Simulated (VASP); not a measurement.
# What goes wrong when Iridium is relaxed with a bad input, part 2 of 2

Some relaxations of Iridium get a fault in the input on purpose. Which of them show, and how? The starting structure is a measured crystal structure from the Crystallography Open Database.

VASP 6.6.1.

Results so far: reference 14.07 Å³ an atom; too few electronic steps 14.07 Å³ an atom.

## (5) Relaxation with a k mesh far too coarse

Level of this step: PBEsol; plane waves and PAW (Ir) (VASP).

A slip made on purpose: a k mesh far too coarse. Against step 2 the input has a 2×2×2 mesh (also changed: NELM, NCORE and KPAR).

Input file INCAR:

```
SYSTEM = Ir
PREC = Accurate
ENCUT = 450
EDIFF = 1E-06
NELM = 60
ISMEAR = 1
SIGMA = 0.1
LREAL = .FALSE.
ALGO = Normal
GGA = PS
NBANDS = 10
LORBIT = 11
LWAVE = .FALSE.
LCHARG = .FALSE.
NCORE = 2
IBRION = 2
NSW = 50
ISIF = 3
EDIFFG = -0.01
```

Input file POSCAR:

```
Ir
1.0
    0.0000000000      1.9197000000      1.9197000000
    1.9197000000      0.0000000000      1.9197000000
    1.9197000000      1.9197000000      0.0000000000
Ir
1
Direct
    0.0000000000      0.0000000000      0.0000000000
```

Input file KPOINTS:

```
Automatic mesh
0
Gamma
2 2 2
0 0 0
```

PAW data sets: Ir (PBE family, release 64).

Command:

```bash
mpirun -np 2 vasp_std
```

Output:

```text
[banner, memory and clock lines left out]
running    2 mpi-ranks, on    1 nodes
[...]
[... a notice as in an earlier step ...]

 LDA part: xc-table for (Slater+PW92), standard interpolation
 POSCAR, INCAR and KPOINTS ok, starting setup
[...]
entering main loop
       N       E                     dE             d eps       ncg     rms          rms(c)
DAV:   1     0.450318436495E+02    0.45032E+02   -0.40766E+03    60   0.697E+02
DAV:   2    -0.492525871403E+01   -0.49957E+02   -0.48306E+02    62   0.180E+02
DAV:   3    -0.565466052320E+01   -0.72940E+00   -0.69504E+00    78   0.249E+01
DAV:   4    -0.565891165329E+01   -0.42511E-02   -0.42427E-02    62   0.165E+00
[...]
DAV:  11    -0.491243587314E+01    0.92936E-05   -0.13686E-05    66   0.421E-02    0.201E-02
DAV:  12    -0.491243350643E+01    0.23667E-05   -0.14760E-06    38   0.119E-02    0.124E-02
DAV:  13    -0.491243332727E+01    0.17916E-06   -0.13214E-07    30   0.434E-03
   1 F= -.49124333E+01 E0= -.49047599E+01  d E =-.491243E+01
[... from here on, the cycles between the ionic steps are left out ...]
   2 F= -.33939789E+01 E0= -.33884594E+01  d E =0.151845E+01
   3 F= -.41222959E+01 E0= -.41158410E+01  d E =0.790137E+00
   4 F= -.49481085E+01 E0= -.49415950E+01  d E =-.356752E-01
   5 F= -.55058998E+01 E0= -.54974915E+01  d E =-.593466E+00
   6 F= -.55135252E+01 E0= -.55051628E+01  d E =-.601092E+00
   7 F= -.55142818E+01 E0= -.55059053E+01  d E =-.601848E+00
[...]
reached required accuracy - stopping structural energy minimisation
```

Run time: 3 s. Hardware: 2 MPI ranks of Intel Xeon 6975P-C (Granite Rapids), shared host; peak memory 0.21 GiB; 4.9 s of CPU time.

Parts of OUTCAR (step 5):

```text
  Total       -0.0068560     -0.0068560     -0.0068560      0.0000000     -0.0000000      0.0000000
  in kB       -0.6401923     -0.6401923     -0.6401923      0.0000000     -0.0000000      0.0000000
  external PRESSURE =      -0.6401923 kB  Pullay stress =       0.0000000 kB

  FREE ENERGIE OF THE ION-ELECTRON SYSTEM (eV)
  ---------------------------------------------------
  free  energy   TOTEN  =        -5.5142817509 eV

  energy  without entropy=       -5.4891523531  energy(sigma->0) =       -5.50590528

[... 2 parts as in an earlier step ...]

[... 3 further parts left out ...]
[key lines of the parts left out:]
E-fermi :   8.0386
```

With a k mesh far too coarse the cell ends at 17.158 Å³ an atom, +21.97 % from the reference.

## (6) Relaxation with too few ionic steps

A slip made on purpose: too few ionic steps. Against step 2 the input has NSW = 2 (also changed: NELM).

INCAR, as its differences from that of step 5:

```diff
@@ -14,5 +14,5 @@
 LCHARG = .FALSE.
-NCORE = 2
+KPAR = 2
 IBRION = 2
-NSW = 50
+NSW = 2
 ISIF = 3
```

POSCAR is that of step 5.

Input file KPOINTS:

```
Automatic mesh
0
Gamma
12 12 12
0 0 0
```

Command:

```bash
mpirun -np 2 vasp_std
```

Output:

```text
[... set-up lines as in an earlier step ...]
 entering main loop
       N       E                     dE             d eps       ncg     rms          rms(c)
[... 12 cycles as in an earlier step ...]
   1 F= -.98369957E+01 E0= -.98372353E+01  d E =-.983700E+01
[...]
N       E                     dE             d eps       ncg     rms          rms(c)
[... 7 cycles as in an earlier step ...]
   2 F= -.98282584E+01 E0= -.98284316E+01  d E =0.873729E-02
 trial-energy change:    0.008737  1 .order    0.008945   -0.005722    0.023612
 step:   0.2019(harm=  0.1951)  dis= 0.00000  next Energy=    -9.837575 (dE=-0.579E-03)
```

Run time: 3.6 s. Hardware: 2 MPI ranks; peak memory 0.26 GiB.

From OUTCAR (step 6):

```text
  Total        0.8204997      0.8204997      0.8204997     -0.0000000      0.0000000      0.0000000
  in kB       95.6351034     95.6351034     95.6351034     -0.0000000      0.0000000      0.0000000
  external PRESSURE =      95.6351034 kB  Pullay stress =       0.0000000 kB

  FREE ENERGIE OF THE ION-ELECTRON SYSTEM (eV)
  ---------------------------------------------------
  free  energy   TOTEN  =        -9.8282584482 eV

  energy  without entropy=       -9.8287780379  energy(sigma->0) =       -9.82843164

[... 2 parts as in an earlier step ...]

[... 2 further parts left out ...]
[key lines of the parts left out:]
E-fermi :  10.8138
```

The relaxation used up its 2 ionic steps (NSW) before forces and stress met EDIFFG.

## (7) All runs side by side

| run | ended | volume (Å³/atom) | change (%) | pressure left (GPa) | core minutes |
| --- | --- | --- | --- | --- | --- |
| reference | converged | 14.067 | - | -0.01 | 0.153 |
| a functional's name that the tag doesn't take | stopped by VASP | - | - | - | 0.0533 |
| too few electronic steps | converged | 14.067 | 0.0 | 0.01 | 0.247 |
| a k mesh far too coarse | converged | 17.158 | 21.97 | -0.06 | 0.1 |
| too few ionic steps | not converged | - | - | - | 0.12 |

Core minutes are wall time times ranks, summed over the relaxations behind a row (those for a bulk modulus apart), on shared hosts.

## (8) Outcome

| Quantity | Value |
| --- | --- |
| volume of the reference | 14.07 Å³/atom |
| volume against the reference, too few electronic steps | +0.00 % |
| volume against the reference, a k mesh far too coarse | +21.97 % |
| run with a functional's name that the tag doesn't take | stopped by VASP |
| run with too few ionic steps | not converged |

VASP stopped by itself in the run with a functional's name that the tag doesn't take. The run with too few ionic steps didn't converge. Finished, but with signs in the output that stand out against the reference: too few electronic steps, with the volume changed by less than 0.1 % (signs: warnings that the electronic loop ran out of cycles, -92.0 GPa at the first ionic step (reference: -2.3 GPa) and an energy that rises by up to 106.1 eV an atom on the way); a k mesh far too coarse, with the volume changed by +22.0 % (signs: 77.1 GPa at the first ionic step (reference: -2.3 GPa), an energy that rises by up to 1.5 eV an atom on the way and a large entropy term in the energy). Further runs on this material are not shown.

[Lines on the potential files, build, host, timing and source positions are cut from VASP's logs without a mark.]

[Logs are printed without paths, hosts, clocks, repeated set-up lines and the standing remarks that a program may print on its own settings, such as how far it seeks lower states.]

[Hosts, paths, dates, database ids (printed as entryN), source tags and the programs' standing remarks are cut or masked in the printed files.]
